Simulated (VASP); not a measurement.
An input for Quantum ESPRESSO's pw.x (written as the equivalent of a VASP run, and not itself run):

```
&CONTROL
  calculation = 'scf'
  pseudo_dir = './pseudo'
  outdir = './out'
  tprnfor = .true.
  tstress = .true.
/
&SYSTEM
  ibrav = 0
  nat = 2
  ntyp = 2
  ecutwfc = 84
  occupations = 'smearing'
  smearing = 'methfessel-paxton'
  degauss = 0.00735
  input_dft = 'pbe'
  vdw_corr = 'grimme-d3'
  dftd3_version = 3
  dftd3_threebody = .false.
/
&ELECTRONS
  conv_thr = 7.3e-09
  electron_maxstep = 100
/
ATOMIC_SPECIES
  Nb 92.906 Nb.upf
  N 14.007 N.upf
CELL_PARAMETERS angstrom
     0.0000000    2.1489735    2.1489735
     2.1489735    0.0000000    2.1489735
     2.1489735    2.1489735    0.0000000
ATOMIC_POSITIONS crystal
  Nb   0.0000000  0.0000000  0.0000000
  N    0.5000000  0.5000000  0.5000000
K_POINTS automatic
  14 14 14 0 0 0
```

Problem. Translate this input to VASP (INCAR, KPOINTS, POSCAR, choice of POTCAR).

Solution. Several could match; the one computed here: 
### KPOINTS
```
K-points
0
G
  14 14 14
```

POSCAR:
```
NbN
1
    0.0000000000     2.1489735327     2.1489735327
    2.1489735327     0.0000000000     2.1489735327
    2.1489735327     2.1489735327     0.0000000000
Nb N
1 1
Direct
  0.0000000000   0.0000000000   0.0000000000
  0.5000000000   0.5000000000   0.5000000000
```

INCAR:
```
# general
SYSTEM   =  NbN
PREC     =  Accurate
ENCUT    =  520
LREAL    =  .FALSE.
LASPH    =  .TRUE.

# electronic loop
EDIFF    =  1E-7
NELM     =  100
ALGO     =  Normal
LMAXMIX  =  4

# smearing
ISMEAR   =  1
SIGMA    =  0.1

# functional
GGA      =  PE
IVDW     =  11

# ions
ISIF     =  2

# output
LWAVE    =  .FALSE.
LCHARG   =  .FALSE.
```

POTCAR, in this order: Nb_sv N (PBE.64 set). Program: vasp_std.

The two are equivalent in intent, not identical: the potentials are each code's own (VASP's PAW set, PseudoDojo norm-conserving files in pw.x), so ENCUT and ecutwfc are chosen apart and not converted; conv_thr bounds pw.x's estimated SCF error, while EDIFF bounds the energy change between steps.

The compound is NbN in the rock salt structure, the cubic δ form, which competes with hexagonal ones. This cell is one point of a volume scan, at 0.94 of the reference volume.
